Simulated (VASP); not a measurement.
Here is the system:

```xyz
2
Lattice="0.0000 2.4894 2.4894 2.4894 0.0000 2.4894 2.4894 2.4894 0.0000" Properties=species:S:1:pos:R:3 pbc="T T T"
Y      0.0000     0.0000     0.0000
N      2.4894     2.4894     2.4894
```

Calculation: MS2 meta-GGA, VASP's PBE PAW potentials (set 64) (plane waves; VASP). Run with 520 eV cut-off, 9×9×9 Γ-centred mesh, Gaussian smearing of 0.050 eV, potentials Y_sv N.

Give the stress tensor in GPa (positive for a compressed cell).

```
-8.71   0.00   0.00
 0.00  -8.71   0.00
 0.00   0.00  -8.71
```
The pressure is its mean diagonal, -8.71 GPa.

The compound is YN in the rock salt structure. This cell is one point of a volume scan, at 1.06 of the reference volume.
